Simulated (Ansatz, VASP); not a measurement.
Given: the input of a run of VASP 6.6.1 on Rb2Mg.

Contents of INCAR:

```
SYSTEM = Rb2Mg
PREC     = Accurate       ! precision mode
ENCUT    = 520            ! plane-wave cutoff, eV
EDIFF    = 1E-7           ! SCF threshold, eV
ISMEAR   = -1             ! smearing method
SIGMA    = 0.05           ! smearing width, eV
LREAL    = .FALSE.        ! projectors in reciprocal space
LASPH    = .TRUE.         ! aspherical terms in the spheres
NELM     = 80             ! most SCF steps
ALGO     = Normal         ! electronic algorithm
ISIF     = 2              ! what is computed and relaxed
LWAVE    = .FALSE.        ! write WAVECAR
LCHARG   = .FALSE.        ! write CHGCAR
GGA      = PE             ! functional
NBANDS   = 29             ! bands
```

KPOINTS

```
Automatic mesh
0
G
  6 6 3
  0 0 0
```

File POSCAR:

```
Rb2Mg
1.0
    7.6967060000     -2.3235540000      0.0000000000
    7.6967060000      2.3235540000      0.0000000000
   -4.1921990000      0.0000000000     10.3714440000
Rb Mg
4 2
Direct
    0.4824420000      0.4824420000      0.3090370000
    0.5175580000      0.5175580000      0.6909630000
    0.8295100000      0.8295100000      0.8630080000
    0.1704900000      0.1704900000      0.1369920000
    0.7981640000      0.7981640000      0.4569700000
    0.2018360000      0.2018360000      0.5430300000
```

Potentials or basis: VASP PAW PBE potentials, release 64 (Rb_sv, Mg).

Run with:

```bash
$ cat potpaw_PBE.64/Rb_sv/POTCAR potpaw_PBE.64/Mg/POTCAR > POTCAR
$ mpirun -np 1 vasp_std > vasp.out
```

Task: Translate it to Ansatz 0.2.0. Potentials there: Ansatz PAW.

Result: As run (the cutoff follows the program's own potentials):

input.yaml

```yaml
crystal:
  lattice:
    - [7.696706, -2.323554, 0.0]
    - [7.696706, 2.323554, 0.0]
    - [-4.192199, 0.0, 10.371444]
  atoms:
    - { symbol: Rb, position: [0.482442, 0.482442, 0.309037] }
    - { symbol: Rb, position: [0.517558, 0.517558, 0.690963] }
    - { symbol: Rb, position: [0.82951, 0.82951, 0.863008] }
    - { symbol: Rb, position: [0.17049, 0.17049, 0.136992] }
    - { symbol: Mg, position: [0.798164, 0.798164, 0.45697] }
    - { symbol: Mg, position: [0.201836, 0.201836, 0.54303] }
hamiltonian:
  xc: pbe
  pseudopotentials: { kind: paw }
kpoints:
  mp_grid: { grid: [6, 6, 3] }
scf:
  occupations: { method: fermi_dirac, width: 0.05 }
output:
  forces: true
  stress: true
  eigenvalues: true
```

Potentials or basis: Ansatz PAW.

Launch:

```sh
$ ansatz run input.yaml --threads 2 --pin off --max-ram 5120MiB --backend cpu --events-out ev --progress --plain --runs-dir out
```

Both were run:

|  | VASP | Ansatz | Ansatz less VASP |
| --- | --- | --- | --- |
| gap on the k mesh at the Fermi level (eV) | none | none | - |
| pressure (GPa) | 0.0 | 0.0 | 0.00 |
| largest component of the traceless stress (GPa) | 0.11 | 0.12 | +0.001 |
| rms of the force components (eV/Å) | 0.018 | 0.019 | +0.0006 |

Atom by atom the forces differ by 0.001 eV/Å (rms over components). A gap of «none» marks a metal or a gap that the smearing closes. The two sets of potentials don't hold the same shells in valence.
